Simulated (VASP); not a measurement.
Consider the following.

Al₂Pt has the cubic space group Fm-3m (No. 225), Pearson symbol cF12. Lattice parameters: a = 5.897 Å, b = 5.897 Å, c = 5.897 Å, α = 90.00°, β = 90.00°, γ = 90.00°. Al on 8c is coordinated by 4 Pt at 2.553 Å and 6 Al at 2.948 Å. Pt on 4a sees 8 Al at 2.553 Å (cubic). (Neighbours: up to the widest gap in distance over summed covalent radii, below 1.35, at either atom.)
(The calculation used a cell of 3 atoms; values per cell refer to that cell.)

All values below come from revTPSS meta-GGA, VASP's PBE PAW potentials (set 64) (plane waves; VASP 6.6.1). Numerical set-up: 520 eV cut-off, 9×9×9 Γ-centred mesh, first-order Methfessel-Paxton smearing of 0.10 eV, potentials Al Pt.

Q: Give the energy at these volumes per atom, relative to the lowest: 16.04, 16.55, 17.06, 17.58, 18.09 Å³.

A: 31.4, 7.7, 0.0, 5.9, 23.4 meV/atom. A third-order Birch-Murnaghan fit gives B0 = 141 GPa and B0′ = 4.3.

The compound is PtAl2 in the fluorite structure. It was relaxed first.
